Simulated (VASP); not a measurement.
Given:

```xyz
1
Lattice="-2.7825 2.7825 2.7825 2.7825 -2.7825 2.7825 2.7825 2.7825 -2.7825" Properties=species:S:1:pos:R:3 pbc="T T T"
Rb     0.0000     0.0000     0.0000
```

Level of theory: rev-vdW-DF2, VASP's PBE PAW potentials (set 64) (plane waves; VASP). Settings: 520 eV cut-off, 10×10×10 Γ-centred mesh, tetrahedra with Blöchl corrections, potentials Rb_sv.

Question: Tabulate the total density of states (states/eV per cell) against energy (eV; zero at the valence-band maximum or, without a gap, the Fermi level).

Answer: 
```
E (eV) | DOS (states/eV)
    -9.95 |  0.00
    -9.75 |  0.00
    -9.54 |  0.00
    -9.24 |  0.00
    -9.03 |  0.00
    -8.83 |  0.00
    -8.62 |  0.00
    -8.31 |  0.00
    -8.11 |  0.00
    -7.91 |  0.00
    -7.70 |  0.00
    -7.50 |  0.00
    -7.19 |  0.00
    -6.98 |  0.00
    -6.78 |  0.00
    -6.57 |  0.00
    -6.26 |  0.00
    -6.06 |  0.00
    -5.86 |  0.00
    -5.65 |  0.00
    -5.45 |  0.00
    -5.14 |  0.00
    -4.93 |  0.00
    -4.73 |  0.00
    -4.52 |  0.00
    -4.22 |  0.00
    -4.01 |  0.00
    -3.81 |  0.00
    -3.60 |  0.00
    -3.40 |  0.00
    -3.09 |  0.00
    -2.88 |  0.00
    -2.68 |  0.00
    -2.48 |  0.00
    -2.27 |  0.00
    -1.96 | # 0.10
    -1.76 | ## 0.22
    -1.55 | ### 0.30
    -1.35 | #### 0.38
    -1.04 | ##### 0.48
    -0.84 | ###### 0.55
    -0.63 | ####### 0.62
    -0.43 | ######## 0.70
    -0.22 | ######### 0.80
     0.09 | ############ 1.14
     0.29 | ############ 1.13
     0.50 | ########### 1.05
     0.70 | ######### 0.87
     1.01 | ################# 1.55
     1.21 | ############################## 2.76
     1.42 | ################## 1.66
     1.62 | ################# 1.59
     1.83 | ################# 1.57
     2.13 | ################## 1.65
     2.34 | ##################### 1.95
     2.54 | ############################ 2.54
     2.75 | ##################### 1.93
     3.06 | ############# 1.18
     3.26 | ################## 1.64
     3.47 | ############### 1.37
```
Within 2 eV below the Fermi level the largest weight inside VASP's projection spheres is Rb s, then Rb p.

The compound is Rb in the bcc structure. It was relaxed first.
